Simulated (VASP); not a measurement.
Here is the system:

```
CELL_PARAMETERS angstrom
      0.00000     2.85837     2.85837
      2.85837     0.00000     2.85837
      2.85837     2.85837     0.00000
ATOMIC_POSITIONS crystal
  Ba 0.00000 0.00000 0.00000
  F  0.25000 0.25000 0.25000
  F  0.75000 0.75000 0.75000
```

These are PBE GGA, VASP's PBE PAW potentials (set 64) (plane waves; VASP) values and carry that method's errors. Settings: 620 eV cut-off, 7×7×7 Γ-centred mesh, Gaussian smearing of 0.050 eV, potentials Ba_sv F.

**Question.** What does the run give for the energy per atom (σ→0), pressure?

**Answer.** 
```yaml
energy per atom (σ→0): -5.339 eV/atom
pressure: 30.01 GPa
```

The compound is BaF2 in the fluorite structure. It was relaxed first under an external pressure of 30 GPa.
